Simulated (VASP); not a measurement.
# Quasiparticle energies of LiH in VASP, part 2 of 4

Wanted: how far GW moves the Kohn-Sham levels of LiH. The cell is of the rock-salt type, one of the forms listed for this formula. The start is a cell from a database of measured crystal structures.

VASP 6.6.1, plane waves and PAW; the level of theory is named at each step.

So far. Step 2 (Ground state): The cell has a gap of 2.99 eV on mesh and path and a pressure of -3.3 GPa, which holds the misfit of the given cell and coordinates with this functional, and any error of cutoff, mesh and data sets. Step 3 (Empty bands, functional PBE): WAVECAR now holds 112 bands for 2 electrons. Its independent-particle dielectric tensor has xx, yy, zz = 4.6, 4.6, 4.6 on this mesh, which isn't tested for convergence in mesh or bands and lacks local fields.

The database entry behind the starting cell differs from later determinations by our own check (the deuteride, about 0.2 % short), so it need not match the best structure at ambient conditions.

**4. evGW0**

This step: evGW0 on PBE; plane waves and PAW (Li_GW, H_GW) (VASP 6.6.1).

The lowest NBANDSGW levels in G are updated for four passes while W stays fixed, so the result depends less on the starting levels.

Input file INCAR:

```
SYSTEM = LiH
PREC = Accurate
ENCUT = 320
ISMEAR = 0
SIGMA = 0.01
LREAL = .FALSE.
GGA = PE
NBANDS = 112
ALGO = EVGW0
NELMGW = 4
ENCUTGW = 200
NOMEGA = 48
PRECFOCK = Fast
NBANDSGW = 16
LWAVE = .FALSE.
LCHARG = .FALSE.
```

Input file POSCAR:

```
LiH
1.0
    0.0000000000      2.0367500000      2.0367500000
    2.0367500000      0.0000000000      2.0367500000
    2.0367500000      2.0367500000      0.0000000000
Li H
1 1
Direct
    0.0000000000      0.0000000000      0.0000000000
    0.5000000000      0.5000000000      0.5000000000
```

Input file KPOINTS:

```
Automatic mesh
0
Gamma
6 6 6
0 0 0
```

The projector-augmented-wave data sets are Li_GW and H_GW (PBE family, release 64).

Run with:

```
mpirun -np 8 vasp_std
```

What it wrote:

```text
[banner, memory and clock lines left out]
running    8 mpi-ranks, on    1 nodes
 distrk:  each k-point on    8 cores,    1 groups
 distr:  one band on    1 cores,    8 groups

 POSCAR found type information on POSCAR LiH
 POSCAR found :  2 types and       2 ions
 [... a notice as in an earlier step ...]

|                                                                             |
|           W    W    AA    RRRRR   N    N  II  N    N   GGGG   !!!           |
|           W    W   A  A   R    R  NN   N  II  NN   N  G    G  !!!           |
|           W    W  A    A  R    R  N N  N  II  N N  N  G       !!!           |
|           W WW W  AAAAAA  RRRRR   N  N N  II  N  N N  G  GGG   !            |
|           WW  WW  A    A  R   R   N   NN  II  N   NN  G    G                |
|           W    W  A    A  R    R  N    N  II  N    N   GGGG   !!!           |
|                                                                             |
|     The default for ENCUTGWSOFT is different in this version of VASP.       |
|     please manually set ENCUTGWSOFT =200 in the INCAR file.                 |
|                                                                             |

 LDA part: xc-table for (Slater+PW92), standard interpolation
 found WAVECAR, reading the header
 POSCAR, INCAR and KPOINTS ok, starting setup
 FFT: planning ... GRIDC
 FFT: planning ... GRID_SOFT
 FFT: planning ... GRID
 reading WAVECAR
 the WAVECAR file was read successfully
 initial charge from wavefunction
 available memory per node:     92.19 GB, setting MAXMEM to     94399

 The Fermi energy was updated, please check that it is located mid-gap
 values below the HOMO (VB) or above the LUMO (CB) will cause erroneous energies
 E-fermi :  -1.2317

 calculate exact exchange contribution
 the WAVEDER file was read successfully
energies w=
    0.000    0.000    0.565    0.000    1.127    0.000    1.684    0.000
    2.235    0.000    2.779    0.000    3.313    0.000    3.837    0.000
    4.352    0.000    4.857    0.000    5.353    0.000    5.840    0.000
    6.321    0.000    6.797    0.000    7.268    0.000    7.737    0.000
    8.205    0.000    8.675    0.000    9.148    0.000    9.627    0.000
   10.114    0.000   10.612    0.000   11.124    0.000   11.654    0.000
   12.205    0.000   12.781    0.000   13.389    0.000   14.033    0.000
   14.721    0.000   15.462    0.000   16.267    0.000   17.147    0.000
   18.120    0.000   19.206    0.000   20.431    0.000   21.829    0.000
   23.447    0.000   25.347    0.000   27.616    0.000   30.380    0.000
   33.827    0.000   38.249    0.000   44.128    0.000   52.319    0.000
   64.500    0.000   84.462    0.000  122.996    0.000  227.881    0.000
 responsefunction array rank=     120
 LDA part: xc-table for (Slater+PW92), standard interpolation

 min. memory requirement per mpi rank     91.3 MB, per node    730.3 MB

 allocating   6 responsefunctions rank=   120
 shmem allocating  48 responsefunctions rank=   120
 response function shared by NCSHMEM nodes    1
 Doing            6  frequencies on each core in blocks of           48
NQ=   1    0.0000    0.0000    0.0000,
|.........|.........|.........|.........|.........|.........|.........|.........
 performed        105000 updates of chi_q(r,r)
 total number of BLAS operations         10.76 Gflops
NQ=   2    0.1667    0.0000    0.0000,
|.........|.........|.........|.........|.........|.........|.........|.........
 performed        540000 updates of chi_q(r,r)
 total number of BLAS operations         52.87 Gflops
NQ=   3    0.3333    0.0000    0.0000,
|.........|.........|.........|.........|.........|.........|.........|.........
 performed        975000 updates of chi_q(r,r)
 total number of BLAS operations         95.75 Gflops
NQ=   4    0.5000    0.0000    0.0000,
|.........|.........|.........|.........|.........|.........|.........|.........
 performed       1230000 updates of chi_q(r,r)
 total number of BLAS operations        119.62 Gflops
NQ=   5    0.1667    0.1667    0.0000,
|.........|.........|.........|.........|.........|.........|.........|.........
 performed       1582000 updates of chi_q(r,r)
 total number of BLAS operations        155.64 Gflops
NQ=   6    0.3333    0.1667    0.0000,
|.........|.........|.........|.........|.........|.........|.........|.........
 performed       2318000 updates of chi_q(r,r)
 total number of BLAS operations        225.60 Gflops
NQ=   7    0.5000    0.1667    0.0000,
|.........|.........|.........|.........|.........|.........|.........|.........
 performed       3054000 updates of chi_q(r,r)
 total number of BLAS operations        295.56 Gflops
NQ=   8   -0.3333    0.1667    0.0000,
|.........|.........|.........|.........|.........|.........|.........|.........
 performed       3790000 updates of chi_q(r,r)
 total number of BLAS operations        364.25 Gflops
NQ=   9   -0.1667    0.1667    0.0000,
|.........|.........|.........|.........|.........|.........|.........|.........
 performed       4339000 updates of chi_q(r,r)
 total number of BLAS operations        418.43 Gflops
NQ=  10    0.3333    0.3333    0.0000,
|.........|.........|.........|.........|.........|.........|.........|.........
 performed       4691000 updates of chi_q(r,r)
 total number of BLAS operations        454.45 Gflops
NQ=  11    0.5000    0.3333    0.0000,
|.........|.........|.........|.........|.........|.........|.........|.........
 performed       5427000 updates of chi_q(r,r)
 total number of BLAS operations        520.61 Gflops
NQ=  12   -0.3333    0.3333    0.0000,
|.........|.........|.........|.........|.........|.........|.........|.........
 performed       5976000 updates of chi_q(r,r)
 total number of BLAS operations        565.47 Gflops
NQ=  13    0.5000    0.5000    0.0000,
|.........|.........|.........|.........|.........|.........|.........|.........
 performed       6188000 updates of chi_q(r,r)
 total number of BLAS operations        588.38 Gflops
NQ=  14    0.5000    0.3333    0.1667,
|.........|.........|.........|.........|.........|.........|.........|.........
 performed       6931000 updates of chi_q(r,r)
 total number of BLAS operations        660.33 Gflops
NQ=  15   -0.3333    0.3333    0.1667,
|.........|.........|.........|.........|.........|.........|.........|.........
 performed       7581000 updates of chi_q(r,r)
 total number of BLAS operations        720.99 Gflops
NQ=  16   -0.3333    0.5000    0.1667,
|.........|.........|.........|.........|.........|.........|.........|.........
 performed       8130000 updates of chi_q(r,r)
 total number of BLAS operations        768.55 Gflops
 resolving degeneracies of screened two electron integrals

[...]
total number of BLAS operations        720.99 Gflops
NQ=  16   -0.3333    0.5000    0.1667,
|.........|.........|.........|.........|.........|.........|.........|.........
 performed       8130000 updates of chi_q(r,r)
 total number of BLAS operations        768.55 Gflops
 resolving degeneracies of screened two electron integrals

 calculate QP shifts <psi_nk| G(iteration)W_0 |psi_nk>: iteration 2
 allocating   6 responsefunctions rank=   120
 shmem allocating  48 responsefunctions rank=   120
 response function shared by NCSHMEM nodes    1
 Doing            6  frequencies on each core in blocks of           48
NQ=   1    0.0000    0.0000    0.0000,
|.........|.........|.........|.........|.........|.........|.........|.........
 performed        105000 updates of chi_q(r,r)
 total number of BLAS operations         10.76 Gflops
NQ=   2    0.1667    0.0000    0.0000,
|.........|.........|.........|.........|.........|.........|.........|.........
 performed        540000 updates of chi_q(r,r)
 total number of BLAS operations         52.87 Gflops
NQ=   3    0.3333    0.0000    0.0000,
|.........|.........|.........|.........|.........|.........|.........|.........
 performed        975000 updates of chi_q(r,r)
 total number of BLAS operations         95.75 Gflops
NQ=   4    0.5000    0.0000    0.0000,
|.........|.........|.........|.........|.........|.........|.........|.........
 performed       1230000 updates of chi_q(r,r)
 total number of BLAS operations        119.62 Gflops
NQ=   5    0.1667    0.1667    0.0000,
|.........|.........|.........|.........|.........|.........|.........|.........
 performed       1582000 updates of chi_q(r,r)
 total number of BLAS operations        155.64 Gflops
NQ=   6    0.3333    0.1667    0.0000,
|.........|.........|.........|.........|.........|.........|.........|.........
 performed       2318000 updates of chi_q(r,r)
 total number of BLAS operations        225.60 Gflops
NQ=   7    0.5000    0.1667    0.0000,
|.........|.........|.........|.........|.........|.........|.........|.........
 performed       3054000 updates of chi_q(r,r)
 total number of BLAS operations        295.56 Gflops
NQ=   8   -0.3333    0.1667    0.0000,
|.........|.........|.........|.........|.........|.........|.........|.........
 performed       3790000 updates of chi_q(r,r)
 total number of BLAS operations        364.25 Gflops
NQ=   9   -0.1667    0.1667    0.0000,
|.........|.........|.........|.........|.........|.........|.........|.........
 performed       4339000 updates of chi_q(r,r)
 total number of BLAS operations        418.43 Gflops
NQ=  10    0.3333    0.3333    0.0000,
|.........|.........|.........|.........|.........|.........|.........|.........
 performed       4691000 updates of chi_q(r,r)
 total number of BLAS operations        454.45 Gflops
NQ=  11    0.5000    0.3333    0.0000,
|.........|.........|.........|.........|.........|.........|.........|.........
 performed       5427000 updates of chi_q(r,r)
 total number of BLAS operations        520.61 Gflops
NQ=  12   -0.3333    0.3333    0.0000,
|.........|.........|.........|.........|.........|.........|.........|.........
 performed       5976000 updates of chi_q(r,r)
 total number of BLAS operations        565.47 Gflops
NQ=  13    0.5000    0.5000    0.0000,
|.........|.........|.........|.........|.........|.........|.........|.........
 performed       6188000 updates of chi_q(r,r)
 total number of BLAS operations        588.38 Gflops
NQ=  14    0.5000    0.3333    0.1667,
|.........|.........|.........|.........|.........|.........|.........|.........
 performed       6931000 updates of chi_q(r,r)
 total number of BLAS operations        660.33 Gflops
NQ=  15   -0.3333    0.3333    0.1667,
|.........|.........|.........|.........|.........|.........|.........|.........
 performed       7581000 updates of chi_q(r,r)
 total number of BLAS operations        720.99 Gflops
NQ=  16   -0.3333    0.5000    0.1667,
|.........|.........|.........|.........|.........|.........|.........|.........
 performed       8130000 updates of chi_q(r,r)
 total number of BLAS operations        768.55 Gflops
 resolving degeneracies of screened two electron integrals

 calculate QP shifts <psi_nk| G(iteration)W_0 |psi_nk>: iteration 3
 allocating   6 responsefunctions rank=   120
 shmem allocating  48 responsefunctions rank=   120
 response function shared by NCSHMEM nodes    1
 Doing            6  frequencies on each core in blocks of           48
NQ=   1    0.0000    0.0000    0.0000,
|.........|.........|.........|.........|.........|.........|.........|.........
 performed        105000 updates of chi_q(r,r)
 total number of BLAS operations         10.76 Gflops
NQ=   2    0.1667    0.0000    0.0000,
|.........|.........|.........|.........|.........|.........|.........|.........
 performed        540000 updates of chi_q(r,r)
 total number of BLAS operations         52.87 Gflops
NQ=   3    0.3333    0.0000    0.0000,
|.........|.........|.........|.........|.........|.........|.........|.........
 performed        975000 updates of chi_q(r,r)
 total number of BLAS operations         95.75 Gflops
NQ=   4    0.5000    0.0000    0.0000,
|.........|.........|.........|.........|.........|.........|.........|.........
 performed       1230000 updates of chi_q(r,r)
 total number of BLAS operations        119.62 Gflops
NQ=   5    0.1667    0.1667    0.0000,
|.........|.........|.........|.........|.........|.........|.........|.........
 performed       1582000 updates of chi_q(r,r)
 total number of BLAS operations        155.64 Gflops
NQ=   6    0.3333    0.1667    0.0000,
|.........|.........|.........|.........|.........|.........|.........|.........
 performed       2318000 updates of chi_q(r,r)
 total number of BLAS operations        225.60 Gflops
NQ=   7    0.5000    0.1667    0.0000,
|.........|.........|.........|.........|.........|.........|.........|.........
 performed       3054000 updates of chi_q(r,r)
 total number of BLAS operations        295.56 Gflops
NQ=   8   -0.3333    0.1667    0.0000,
|.........|.........|.........|.........|.........|.........|.........|.........
 performed       3790000 updates of chi_q(r,r)
 total number of BLAS operations        364.25 Gflops
NQ=   9   -0.1667    0.1667    0.0000,
|.........|.........|.........|.........|.........|.........|.........|.........
 performed       4339000 updates of chi_q(r,r)
 total number of BLAS operations        418.43 Gflops
NQ=  10    0.3333    0.3333    0.0000,
|.........|.........|.........|.........|.........|.........|.........|.........
 performed       4691000 updates of chi_q(r,r)
 total number of BLAS operations        454.45 Gflops
NQ=  11    0.5000    0.3333    0.0000,
|.........|.........|.........|.........|.........|.........|.........|.........
 performed       5427000 updates of chi_q(r,r)
 total number of BLAS operations        520.61 Gflops
NQ=  12   -0.3333    0.3333    0.0000,
|.........|.........|.........|.........|.........|.........|.........|.........
 performed       5976000 updates of chi_q(r,r)
 total number of BLAS operations        565.47 Gflops
NQ=  13    0.5000    0.5000    0.0000,
|.........|.........|.........|.........|.........|.........|.........|.........
 performed       6188000 updates of chi_q(r,r)
 total number of BLAS operations        588.38 Gflops
NQ=  14    0.5000    0.3333    0.1667,
|.........|.........|.........|.........|.........|.........|.........|.........
 performed       6931000 updates of chi_q(r,r)
 total number of BLAS operations        660.33 Gflops
NQ=  15   -0.3333    0.3333    0.1667,
|.........|.........|.........|.........|.........|.........|.........|.........
 performed       7581000 updates of chi_q(r,r)
 total number of BLAS operations        720.99 Gflops
NQ=  16   -0.3333    0.5000    0.1667,
|.........|.........|.........|.........|.........|.........|.........|.........
 performed       8130000 updates of chi_q(r,r)
 total number of BLAS operations        768.55 Gflops
 resolving degeneracies of screened two electron integrals

 calculate QP shifts <psi_nk| G(iteration)W_0 |psi_nk>: iteration 4
 entering main loop
```

Elapsed: 4.2 min, on 8 MPI ranks of AMD EPYC 7R43, shared host; peak memory 1.1 GiB; 33 min of CPU time.

From OUTCAR (step 4):

```text
The static configuration has the point symmetry O_h .

 Found     16 irreducible k-points:

   k-points           NKPTS =     16   k-points in BZ     NKDIM =    216   number of bands    NBANDS=    112

   NELECT =       2.0000    total number of electrons

 E-fermi :  -1.2317

 QP shifts <psi_nk| G(iteration)W_0 |psi_nk>: iteration 1
 for sc-GW calculations column KS-energies equals QP-energies in previous step
 and V_xc(KS)=  KS-energies - (<T + V_ion + V_H > + <T+V_H+V_ion>^1  + <V_x>^1)
 k-point   1 :       0.0000    0.0000    0.0000
  band No.  KS-energies  QP-energies   sigma(KS)   V_xc(KS)     V^pw_x(r,r')   Z            occupation Imag(sigma)
      1      -8.0195      -9.5112     -11.4578      -9.2103     -14.9631       0.6637       2.0000       0.1975
      2      12.8017      13.2707     -10.4236     -11.1125      -4.1071       0.6809       0.0000      -0.8988
      3      14.6588      15.6449      -6.5105      -7.8419      -1.3516       0.7407       0.0000      -0.5552
      4      14.6588      15.6449      -6.5105      -7.8419      -1.3516       0.7407       0.0000      -0.5552
      5      14.6588      15.6449      -6.5105      -7.8419      -1.3516       0.7407       0.0000      -0.5552
    ...

 k-point   2 :       0.1667    0.0000    0.0000
  band No.  KS-energies  QP-energies   sigma(KS)   V_xc(KS)     V^pw_x(r,r')   Z            occupation Imag(sigma)
      1      -7.5303      -9.0274     -11.4843      -9.2674     -14.7438       0.6753       2.0000       0.1500
      2       9.3981       9.9872      -7.9184      -8.7237      -2.8686       0.7315       0.0000      -0.3810
      3      12.8458      13.3749      -8.7134      -9.4514      -2.8373       0.7171       0.0000      -0.8499
      4      13.8735      14.7274      -6.5218      -7.6682      -1.3417       0.7449       0.0000      -0.5986
      5      13.8735      14.7274      -6.5218      -7.6682      -1.3417       0.7449       0.0000      -0.5986
    ...

 k-point   3 :       0.3333    0.0000    0.0000
  band No.  KS-energies  QP-energies   sigma(KS)   V_xc(KS)     V^pw_x(r,r')   Z            occupation Imag(sigma)
      1      -6.2356      -7.7025     -11.6086      -9.5244     -14.2749       0.7038       2.0000       0.0927
      2       4.3790       4.9461      -7.0888      -7.8398      -3.0150       0.7552       0.0000      -0.1316
      3      11.1934      11.6855      -8.9457      -9.6396      -3.2197       0.7092       0.0000      -0.6536
      4      13.2713      14.0556      -6.4056      -7.4655      -1.2008       0.7400       0.0000      -0.6131
      5      13.2713      14.0556      -6.4056      -7.4655      -1.2008       0.7400       0.0000      -0.6131
    ...

 QP shifts <psi_nk| G(iteration)W_0 |psi_nk>: iteration 2
 k-point   1 :       0.0000    0.0000    0.0000
  band No. old QP-enery  QP-energies   sigma(KS)   T+V_ion+V_H  V^pw_x(r,r')   Z            occupation Imag(sigma)
      1      -9.5112      -9.9553     -11.3622       1.1908     -14.9631       0.6727       2.0000       0.2078
      2      13.2707      13.4332     -10.4054      23.9141      -4.1071       0.6826       0.0000      -0.8596
      3      15.6449      15.8634      -6.5636      22.5007      -1.3516       0.7476       0.0000      -0.6138
      4      15.6449      15.8634      -6.5636      22.5007      -1.3516       0.7476       0.0000      -0.6138
      5      15.6449      15.8634      -6.5636      22.5007      -1.3516       0.7476       0.0000      -0.6138
    ...

 QP shifts <psi_nk| G(iteration)W_0 |psi_nk>: iteration 3
 k-point   1 :       0.0000    0.0000    0.0000
  band No. old QP-enery  QP-energies   sigma(KS)   T+V_ion+V_H  V^pw_x(r,r')   Z            occupation Imag(sigma)
      1      -9.9553     -10.0652     -11.3095       1.1908     -14.9631       0.6724       2.0000       0.2198
      2      13.4332      13.4774     -10.4155      23.9141      -4.1071       0.6759       0.0000      -0.8539
      3      15.8634      15.9115      -6.5730      22.5007      -1.3516       0.7486       0.0000      -0.6248
      4      15.8634      15.9115      -6.5730      22.5007      -1.3516       0.7486       0.0000      -0.6248
      5      15.8634      15.9115      -6.5730      22.5007      -1.3516       0.7486       0.0000      -0.6248
    ...

 QP shifts <psi_nk| G(iteration)W_0 |psi_nk>: iteration 4
 k-point   1 :       0.0000    0.0000    0.0000
  band No. old QP-enery  QP-energies   sigma(KS)   T+V_ion+V_H  V^pw_x(r,r')   Z            occupation Imag(sigma)
      1     -10.0652     -10.0916     -11.2952       1.1908     -14.9631       0.6734       2.0000       0.2238
      2      13.4774      13.4875     -10.4218      23.9141      -4.1071       0.6722       0.0000      -0.8591
      3      15.9115      15.9221      -6.5751      22.5007      -1.3516       0.7485       0.0000      -0.6271
      4      15.9115      15.9221      -6.5751      22.5007      -1.3516       0.7485       0.0000      -0.6271
      5      15.9115      15.9221      -6.5751      22.5007      -1.3516       0.7485       0.0000      -0.6271
    ...

[... 7 parts as in an earlier step ...]

[... 26 further parts left out ...]
```

Numbers from this step:

| Property | Result |
| --- | --- |
| quasiparticle gap on the mesh | 5.379 eV |
| smallest direct quasiparticle gap on the mesh | 5.379 eV |
| gap of the starting orbitals on the mesh | 2.989 eV |

QP gap by iteration, by row:

```
iteration  gap (eV)  direct gap (eV)
        1     4.975            4.975
        2     5.303            5.303
        3     5.366            5.366
        4     5.379            5.379
```

GW takes the gap from 2.989 to 5.379 eV. The last pass still moved it by +13 meV. The value holds for 112 bands, ENCUTGW = 200 eV and this mesh, and isn't shown to be converged in them.

(Continued in part 3 of 4.)

[Lines on the potential files, build, host, timing and source positions are cut from VASP's logs without a mark.]

[Logs are printed without paths, hosts, clocks, repeated set-up lines and the standing remarks that a program may print on its own settings, such as how far it seeks lower states.]

[Hosts, paths, dates, database ids (printed as entryN), source tags and the programs' standing remarks are cut or masked in the printed files.]

[Pressures printed for these runs are not shown converged in the cutoff: they can be off by several GPa and have the wrong sign.]
